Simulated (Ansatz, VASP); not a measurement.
This is a calculation of GaGe3 for Ansatz 0.2.0.

File input.yaml:

```yaml
crystal:
  lattice:
    - [0.0, 3.3644336506, 3.3644336506]
    - [3.3644336506, 0.0, 3.3644336506]
    - [3.3644336506, 3.3644336506, 0.0]
  atoms:
    - { symbol: Ge, position: [0.5, 0.5, 0.5] }
    - { symbol: Ge, position: [0.75, 0.75, 0.75] }
    - { symbol: Ge, position: [0.25, 0.25, 0.25] }
    - { symbol: Ga, position: [0.0, 0.0, 0.0] }
hamiltonian:
  xc: pbesol
  pseudopotentials: { kind: paw }
kpoints:
  mp_grid: { grid: [7, 7, 7] }
scf:
  occupations: { method: fermi_dirac, width: 0.05 }
output:
  forces: true
  stress: true
  eigenvalues: true
```

Potentials or basis: Ansatz PAW.

Run with:

```console
$ ansatz run input.yaml --threads 1 --pin off --max-ram 3584MiB --backend cpu --events-out ev --progress --plain --runs-dir out
```

Q: Set up the same calculation for VASP 6.6.1. Potentials there: VASP PAW PBE potentials, release 64 (Ge_d, Ga_d).

A: As run (the cutoff follows the program's own potentials):

File INCAR:

```
PREC     = Accurate       # precision mode
ENCUT    = 520            # plane-wave cutoff, eV
EDIFF    = 1E-7           # SCF threshold, eV
ISMEAR   = -1             # smearing method
SIGMA    = 0.05           # smearing width, eV
LREAL    = False          # projectors in reciprocal space
LASPH    = True           # aspherical terms in the spheres
NELM     = 60             # most SCF steps
ALGO     = Normal         # electronic algorithm
ISIF     = 2              # what is computed and relaxed
LWAVE    = False          # write WAVECAR
LCHARG   = False          # write CHGCAR
GGA      = PS             # functional
NBANDS   = 36             # bands
```

The input KPOINTS:

```
Automatic mesh
0
Gamma
  7 7 7
```

File POSCAR:

```
GaGe3
1.0
    0.0000000000      3.3644336506      3.3644336506
    3.3644336506      0.0000000000      3.3644336506
    3.3644336506      3.3644336506      0.0000000000
Ge Ga
3 1
Direct
    0.5000000000      0.5000000000      0.5000000000
    0.7500000000      0.7500000000      0.7500000000
    0.2500000000      0.2500000000      0.2500000000
    0.0000000000      0.0000000000      0.0000000000
```

Potentials or basis: VASP PAW PBE potentials, release 64 (Ge_d, Ga_d).

The run is started by

```sh
$ cat potpaw_PBE.64/Ge_d/POTCAR potpaw_PBE.64/Ga_d/POTCAR > POTCAR
$ mpirun -np 1 vasp_std > vasp.out
```

Both were run:

|  | VASP | Ansatz | Ansatz less VASP |
| --- | --- | --- | --- |
| gap on the k mesh at the Fermi level (eV) | none | none | - |
| pressure (GPa) | -2.7 | -2.8 | -0.03 |

A gap of «none» marks a metal or a gap that the smearing closes.

Caveats: the PAW data sets were made with another functional, which shifts forces and pressure a little (VASP); the PAW data sets come from PBE, with cores solved anew for the run's functional, which leaves a small shift of forces and pressure (Ansatz).
